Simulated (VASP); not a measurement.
# The low-index faces of W, part 5 of 5

How do surface energy, work function and relaxation of W depend on the face?

VASP 6.6.1; PBE; plane waves and PAW (W).

So far. Step 6 (Surface relaxation, 9 atoms, face W(100)): The run ended after 11 ionic steps, 0.385 eV below its first step, once the forces on the free atoms met EDIFFG = -0.03. Step 7 (Vacuum level and density of states, 9 atoms, face …): The vacuum level lies 4.17 eV above the Fermi level at the upper face; both faces agree, as the slab has next to no dipole.

**8. Relaxing the slab, 11 atoms, face W(111)**

System of this step: W(111). The cell holds 11 atoms: 11 W. Its edges and angles: a = 4.486 Å, b = 4.486 Å, c = 24.157 Å, α = 90.0°, β = 90.0°, γ = 60.0°. It derives from W. 11 layers of bcc W, cut at this functional's lattice. Vacuum lies along c.

INCAR reads:

```
SYSTEM = W
PREC = Normal
ENCUT = 320
EDIFF = 1E-05
NELM = 120
ISMEAR = 1
SIGMA = 0.15
LREAL = .FALSE.
ALGO = Fast
GGA = PE
NBANDS = 44
LASPH = .TRUE.
LORBIT = 11
LWAVE = .FALSE.
LCHARG = .FALSE.
KPAR = 4
IBRION = 2
NSW = 40
ISIF = 2
EDIFFG = -0.03
POTIM = 0.4
MAXMIX = 40
```

POSCAR reads:

```
W
1.0
    4.4859725894      0.0000000000      0.0000000000
    2.2429862947      3.8849662231      0.0000000000
    0.0000000000      0.0000000000     24.1569532035
W
11
Direct
    0.6666666700      0.6666666700      0.3104696200
    0.0000000000      0.0000000000      0.3483756900
    0.3333333300      0.3333333300      0.3862817700
    0.6666666700      0.6666666700      0.4241878500
    0.0000000000      0.0000000000      0.4620939200
    0.3333333300      0.3333333300      0.5000000000
    0.6666666700      0.6666666700      0.5379060800
    0.0000000000      0.0000000000      0.5758121500
    0.3333333300      0.3333333300      0.6137182300
    0.6666666700      0.6666666700      0.6516243100
    0.0000000000      0.0000000000      0.6895303800
```

KPOINTS reads:

```
Automatic mesh
0
Gamma
9 9 1
0 0 0
```

The projector-augmented-wave data sets are W (PBE family, release 64).

Command:

```bash
> mpirun -np 4 vasp_std
```

The program printed:

```text
[banner, memory and clock lines left out]
running    4 mpi-ranks, on    1 nodes
[...]
LDA part: xc-table for (Slater+PW92), standard interpolation
 POSCAR, INCAR and KPOINTS ok, starting setup
[...]
entering main loop
       N       E                     dE             d eps       ncg     rms          rms(c)
DAV:   1     0.237186513557E+03    0.23719E+03   -0.19349E+04  1056   0.821E+02
DAV:   2    -0.106870252825E+03   -0.34406E+03   -0.32364E+03  1472   0.215E+02
DAV:   3    -0.141592853643E+03   -0.34723E+02   -0.33334E+02  1288   0.670E+01
DAV:   4    -0.144450168081E+03   -0.28573E+01   -0.28138E+01  1784   0.158E+01
[...]
RMM:  27    -0.134388676779E+03   -0.18984E-04   -0.21636E-06   641   0.704E-03    0.302E-03
RMM:  28    -0.134388687355E+03   -0.10576E-04   -0.11043E-06   428   0.382E-03    0.148E-03
RMM:  29    -0.134388688553E+03   -0.11987E-05   -0.24169E-07   299   0.306E-03
   1 F= -.13438869E+03 E0= -.13439127E+03  d E =-.134389E+03
[... from here on, the cycles between the ionic steps are left out ...]
   2 F= -.13504457E+03 E0= -.13503989E+03  d E =-.655879E+00
   3 F= -.13526215E+03 E0= -.13525795E+03  d E =-.873463E+00
   4 F= -.13526726E+03 E0= -.13526262E+03  d E =-.878571E+00
   5 F= -.13540834E+03 E0= -.13540652E+03  d E =-.141083E+00
   6 F= -.13546497E+03 E0= -.13546670E+03  d E =-.197710E+00
   7 F= -.13548241E+03 E0= -.13548423E+03  d E =-.174383E-01
   8 F= -.13548257E+03 E0= -.13548440E+03  d E =-.176037E-01
   9 F= -.13548836E+03 E0= -.13549010E+03  d E =-.578370E-02
  10 F= -.13549242E+03 E0= -.13549396E+03  d E =-.984909E-02
  11 F= -.13549294E+03 E0= -.13549433E+03  d E =-.103636E-01
  12 F= -.13549322E+03 E0= -.13549466E+03  d E =-.282051E-03
  13 F= -.13549360E+03 E0= -.13549502E+03  d E =-.658514E-03
  14 F= -.13549360E+03 E0= -.13549502E+03  d E =-.660494E-03
  15 F= -.13549377E+03 E0= -.13549521E+03  d E =-.175395E-03
 trial-energy change:   -0.000175  1 .order   -0.000201   -0.000323   -0.000079
 step:   2.3829(harm=  2.3829)  dis= 0.00407  next Energy=  -135.493811 (dE=-0.214E-03)
 reached required accuracy - stopping structural energy minimisation
```

Wall time 2 min (4 MPI ranks of Intel Xeon 6975P-C (Granite Rapids), shared host); peak memory 1.1 GiB.

OUTCAR, selected parts (step 8):

```text
  Total       -4.1071844     -4.1071844     -0.7882381      0.0000000      0.0000000      0.0000000
  in kB      -15.6303521    -15.6303521     -2.9997287      0.0000000      0.0000000      0.0000000
  external PRESSURE =     -11.4201443 kB  Pullay stress =       0.0000000 kB

 POSITION                                       TOTAL-FORCE (eV/Angst)
 -----------------------------------------------------------------------------------
      4.48597      2.58998      7.79023         0.000000     -0.000000      0.014608
      0.00000      0.00000      8.50192        -0.000000      0.000000     -0.000766
      2.24299      1.29499      9.18529        -0.000000      0.000000      0.001131
      4.48597      2.58998     10.25898        -0.000000     -0.000000     -0.002538
      0.00000      0.00000     11.13344         0.000000     -0.000000      0.006618
      2.24299      1.29499     12.07848         0.000000      0.000000      0.000000
      4.48597      2.58998     13.02352        -0.000000      0.000000     -0.006618
      0.00000      0.00000     13.89798         0.000000      0.000000      0.002538
      2.24299      1.29499     14.97166         0.000000      0.000000     -0.001131
      4.48597      2.58998     15.65503         0.000000     -0.000000      0.000766
      0.00000      0.00000     16.36672        -0.000000      0.000000     -0.014608
 -----------------------------------------------------------------------------------
    total drift:                               -0.000003     -0.000002      0.000020

  FREE ENERGIE OF THE ION-ELECTRON SYSTEM (eV)
  ---------------------------------------------------
  free  energy   TOTEN  =      -135.4937725267 eV

  energy  without entropy=     -135.4980832474  energy(sigma->0) =     -135.49520943

[... 1 part as in an earlier step ...]

[... 3 further parts left out ...]
[key lines of the parts left out:]
E-fermi :   0.7160
```

The run keeps the 12 symmetry operations of its start, so it cannot find a distortion of lower symmetry.

Relaxation path:

| step | energy less that of the first step (eV) | largest force (eV/Å) |
| --- | --- | --- |
| 1 | 0.0000 | 2.6414 |
| 2 | -0.6559 | 1.5995 |
| 3 | -0.8735 | 1.3886 |
| 4 | -0.8786 | 1.0610 |
| 5 | -1.0197 | 0.6235 |
| 6 | -1.0763 | 0.4499 |
| 7 | -1.0937 | 0.2318 |
| 8 | -1.0939 | 0.2215 |
| 9 | -1.0997 | 0.1404 |
| 10 | -1.1037 | 0.0745 |
| 11 | -1.1042 | 0.0969 |
| 12 | -1.1045 | 0.0942 |
| 13 | -1.1049 | 0.0406 |
| 14 | -1.1049 | 0.0453 |
| 15 | -1.1051 | 0.0146 |

The atoms that moved most (Å):

| atom | dx | dy | dz | length |
| --- | --- | --- | --- | --- |
| W1 | 0.000 | 0.000 | 0.290 | 0.290 |
| W11 | 0.000 | 0.000 | -0.290 | 0.290 |
| W3 | 0.000 | 0.000 | -0.146 | 0.146 |
| W9 | 0.000 | 0.000 | 0.146 | 0.146 |
| W2 | 0.000 | 0.000 | 0.086 | 0.086 |
| W10 | 0.000 | 0.000 | -0.086 | 0.086 |
| W7 | 0.000 | 0.000 | 0.029 | 0.029 |
| W5 | 0.000 | 0.000 | -0.029 | 0.029 |

Final coordinates:

```cif
data_structure
_symmetry_space_group_name_H-M 'P 1'
_symmetry_Int_Tables_number 1
_cell_length_a 4.4860
_cell_length_b 4.4860
_cell_length_c 24.1570
_cell_angle_alpha 90.000
_cell_angle_beta 90.000
_cell_angle_gamma 60.000
_cell_volume 421.00
loop_
_atom_site_label
_atom_site_type_symbol
_atom_site_fract_x
_atom_site_fract_y
_atom_site_fract_z
_atom_site_occupancy
W1 W 0.66667 0.66667 0.32248 1
W2 W 0.00000 0.00000 0.35195 1
W3 W 0.33333 0.33333 0.38023 1
W4 W 0.66667 0.66667 0.42468 1
W5 W 0.00000 0.00000 0.46088 1
W6 W 0.33333 0.33333 0.50000 1
W7 W 0.66667 0.66667 0.53912 1
W8 W 0.00000 0.00000 0.57532 1
W9 W 0.33333 0.33333 0.61977 1
W10 W 0.66667 0.66667 0.64805 1
W11 W 0.00000 0.00000 0.67752 1
```

The run ended after 15 ionic steps, 1.105 eV below its first step, once the forces on the free atoms met EDIFFG = -0.03.

**9. Vacuum level and density of states, 11 atoms, face W(111)**

INCAR reads:

```
SYSTEM = W
PREC = Normal
ENCUT = 320
EDIFF = 1E-06
NELM = 120
ISMEAR = 1
SIGMA = 0.15
LREAL = .FALSE.
ALGO = Fast
GGA = PE
NBANDS = 44
LASPH = .TRUE.
LORBIT = 11
LWAVE = .FALSE.
LCHARG = .TRUE.
KPAR = 4
IDIPOL = 3
LDIPOL = .TRUE.
DIPOL = 0.5 0.5 0.5
LVHAR = .TRUE.
LVACPOTAV = .TRUE.
NEDOS = 1500
```

POSCAR reads:

```
W
1.0
    4.4859725894      0.0000000000      0.0000000000
    2.2429862947      3.8849662231      0.0000000000
    0.0000000000      0.0000000000     24.1569532035
W
11
Direct
    0.6666666700      0.6666666700      0.3224838903
    0.0000000000      0.0000000000      0.3519451790
    0.3333333300      0.3333333300      0.3802339237
    0.6666666700      0.6666666700      0.4246801347
    0.0000000000      0.0000000000      0.4608792231
    0.3333333300      0.3333333300      0.5000000000
    0.6666666700      0.6666666700      0.5391207769
    0.0000000000      0.0000000000      0.5753198653
    0.3333333300      0.3333333300      0.6197660763
    0.6666666700      0.6666666700      0.6480548210
    0.0000000000      0.0000000000      0.6775161097
```

KPOINTS is that of step 8.

Command:

```bash
> mpirun -np 4 vasp_std
```

The program printed:

```text
[... set-up lines as in an earlier step ...]
 entering main loop
       N       E                     dE             d eps       ncg     rms          rms(c)
DAV:   1     0.250809610132E+03    0.25081E+03   -0.19471E+04  1056   0.821E+02
DAV:   2    -0.106787130895E+03   -0.35760E+03   -0.33673E+03  1476   0.218E+02
DAV:   3    -0.141679950904E+03   -0.34893E+02   -0.33548E+02  1268   0.682E+01
DAV:   4    -0.144470899839E+03   -0.27909E+01   -0.27502E+01  1760   0.162E+01
[...]
RMM:  31    -0.135493814907E+03   -0.47650E-05   -0.19577E-06   783   0.414E-03    0.184E-03
RMM:  32    -0.135493816722E+03   -0.18153E-05   -0.14730E-06   741   0.357E-03    0.652E-04
RMM:  33    -0.135493816955E+03   -0.23271E-06   -0.72934E-07   649   0.268E-03
 [... a notice as in an earlier step ...]

   1 F= -.13549382E+03 E0= -.13549526E+03  d E =0.431769E-02
```

The job ended after 30 s (4 MPI ranks; peak memory 0.97 GiB).

From OUTCAR (step 9):

```text
  Total       -4.0968709     -4.0968709     -0.8497280      0.0000000     -0.0000000      0.0000000
  in kB      -15.5911031    -15.5911031     -3.2337353      0.0000000     -0.0000000      0.0000000
  external PRESSURE =     -11.4719805 kB  Pullay stress =       0.0000000 kB

 POSITION                                       TOTAL-FORCE (eV/Angst)
 -----------------------------------------------------------------------------------
      4.48597      2.58998      7.79023         0.000000      0.000000      0.016239
      0.00000      0.00000      8.50192         0.000000     -0.000000     -0.001567
      2.24299      1.29499      9.18529        -0.000000     -0.000000     -0.002487
      4.48597      2.58998     10.25898         0.000000     -0.000000     -0.000872
      0.00000      0.00000     11.13344        -0.000000     -0.000000      0.006223
      2.24299      1.29499     12.07848         0.000000      0.000000      0.000000
      4.48597      2.58998     13.02352         0.000000      0.000000     -0.006223
      0.00000      0.00000     13.89798        -0.000000     -0.000000      0.000872
      2.24299      1.29499     14.97166         0.000000      0.000000      0.002487
      4.48597      2.58998     15.65503        -0.000000     -0.000000      0.001567
      0.00000      0.00000     16.36672        -0.000000     -0.000000     -0.016239
 -----------------------------------------------------------------------------------
    total drift:                               -0.000003     -0.000002      0.000159

  FREE ENERGIE OF THE ION-ELECTRON SYSTEM (eV)
  ---------------------------------------------------
  free  energy   TOTEN  =      -135.4938169548 eV

  energy  without entropy=     -135.4981346422  energy(sigma->0) =     -135.49525618

[... 2 parts as in an earlier step ...]

[... 1 further part left out ...]
[key lines of the parts left out:]
E-fermi :   0.7171
```

Zero at the Fermi level. The planar average of the electrostatic potential by height:

| height (Å) | planar average of the electrostatic potential (eV) |
| --- | --- |
| 0 | 4.24 |
| 1 | 4.24 |
| 2 | 4.24 |
| 3 | 4.24 |
| 4 | 4.23 |
| 5 | 4.19 |
| 6 | 3.80 |
| 7 | 0.0381 |
| 8 | -7.98 |
| 9 | -8.90 |
| 10 | -6.91 |
| 11 | -7.66 |
| 12 | -7.29 |
| 13 | -7.62 |
| 14 | -6.97 |
| 15 | -8.45 |
| 16 | -8.88 |
| 17 | -1.14 |
| 18 | 3.60 |
| 19 | 4.18 |
| 20 | 4.23 |
| 21 | 4.24 |
| 22 | 4.24 |
| 23 | 4.24 |
| 24 | 4.24 |

The map of layer states is cut here 0.5 eV above the Fermi level, so it leaves out the states above that.

The vacuum level lies 4.23 eV above the Fermi level at the upper face; both faces agree, as the slab has next to no dipole.

The program found no field-free point at its default tolerance, but its printed level agrees with the flat part of the planar average.

On this mesh the fine structure of the density of states is sampling noise, and high empty states may be cut by the number of bands.

**10. The faces side by side**

This step: surfaces of a metal, PBE; plane waves and PAW (VASP 6.6.1).

No new run; the numbers come from the runs before.

Symmetric slabs, all atoms free. All faces:

| face | layers | area a surface atom (Å²) | work function (eV) | surface energy as cut (J/m²) | surface energy relaxed (J/m²) | change of the top spacing (%) |
| --- | --- | --- | --- | --- | --- | --- |
| W(110) | 7 | 7.115 | 4.803 | 3.294 | 3.219 | -3.93 |
| W(100) | 9 | 10.06 | 4.169 | 4.301 | 3.994 | -12.25 |
| W(111) | 11 | 17.43 | 4.234 | 4.021 | 3.513 | -22.28 |

Each surface energy is the slab's energy less its number of atoms times the bulk energy of -13.0125 eV, over twice the cell's area.

**11. Outcome**

```json
{"W(110)": "3.22 J/m², 4.80 eV", "W(100)": "3.99 J/m², 4.17 eV", "W(111)": "3.51 J/m², 4.23 eV"}
```

**Reading.** The cheapest face is W(110) at 3.22 J/m², against 3.51 for W(111) and 3.99 for W(100). The work functions are 4.80 eV for W(110), 4.23 eV for W(111) and 4.17 eV for W(100). The densest face has the highest work function, as the smoothing of the electron density over an open face lowers the surface dipole. Among the others the order doesn't follow the density. The densest face is also the cheapest, since it cuts the fewest bonds an area. The top spacing changes by -3.9 % on W(110), -12.2 % on W(100) and -22.3 % on W(111), the most on the most open face. One thickness was run for each face, and bulk and slab meshes don't match, which leaves some hundredths of a J/m². The cells are 1 × 1 and can't reconstruct. Spin-orbit coupling is left out, which matters for a heavy metal.

[Lines on the potential files, build, host, timing and source positions are cut from VASP's logs without a mark.]

[Logs are printed without paths, hosts, clocks, repeated set-up lines and the standing remarks that a program may print on its own settings, such as how far it seeks lower states.]

[Hosts, paths, dates, database ids (printed as entryN), source tags and the programs' standing remarks are cut or masked in the printed files.]

[Runs that stopped without an error message from VASP are left out.]
